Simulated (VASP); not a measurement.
Computed with PBE GGA with D3 dispersion (zero damping), VASP's PBE PAW potentials (set 64) (plane waves; VASP 6.6.1).

VASP input:

KPOINTS:
```
Regular mesh
0
gamma
 6 6 6
0 0 0
```

INCAR:
```
# general
SYSTEM  = KI
PREC    = Accurate
ENCUT   = 520
LREAL   = .FALSE.
LASPH   = .TRUE.

# electronic loop
EDIFF   = 1E-6
NELM    = 100
ALGO    = Normal
LMAXMIX = 4

# smearing
ISMEAR  = 0
SIGMA   = 0.05

# functional
GGA     = PE
IVDW    = 11

# ions
IBRION  = 2
NSW     = 60
ISIF    = 3
EDIFFG  = -0.01

# output
LWAVE   = .FALSE.
LCHARG  = .FALSE.
```

### POSCAR
```
KI
1.0
  0.0000000000   3.5350000000   3.5350000000
  3.5350000000   0.0000000000   3.5350000000
  3.5350000000   3.5350000000   0.0000000000
K I
1 1
direct
  0.0000000000   0.0000000000   0.0000000000
  0.5000000000   0.5000000000   0.5000000000
```

POTCAR, in this order: K_sv I (PBE.64 set). Program: vasp_std.

Unless said otherwise, spin-orbit coupling is left out, though it shifts the bands of the heavy elements here.

Estimate the energy per atom (σ→0), dispersion energy, volume per atom, band gap (on the k-mesh).

```json
{
 "energy per atom (σ→0)": "-2.984 eV/atom",
 "dispersion_energy": "-39.3 kJ/mol",
 "band gap (on the k-mesh)": "3.93 eV",
 "volume_per_atom": "44.64 Å^3/atom"
}
```

### OSZICAR
```
...
       N       E                     dE             d eps       ncg     rms          rms(c)
DAV:   1    -0.556209686704E+01   -0.33063E-02   -0.45984E-02   460   0.203E+00    0.294E-01
DAV:   2    -0.556051564988E+01    0.15812E-02   -0.37158E-03   512   0.559E-01    0.118E-01
DAV:   3    -0.556003986414E+01    0.47579E-03   -0.13873E-03   668   0.293E-01    0.941E-02
DAV:   4    -0.556004628625E+01   -0.64221E-05   -0.39667E-05   644   0.424E-02    0.371E-02
DAV:   5    -0.556004286247E+01    0.34238E-05   -0.48290E-05   728   0.394E-02    0.715E-03
DAV:   6    -0.556004245372E+01    0.40875E-06   -0.29613E-07   320   0.571E-03
   3 F= -.59675936E+01 E0= -.59675936E+01  d E =-.483595E-03
```

The compound is KI in the rock salt structure. This run relaxes it. Symmetry was kept, so distortions that lower it aren't found.
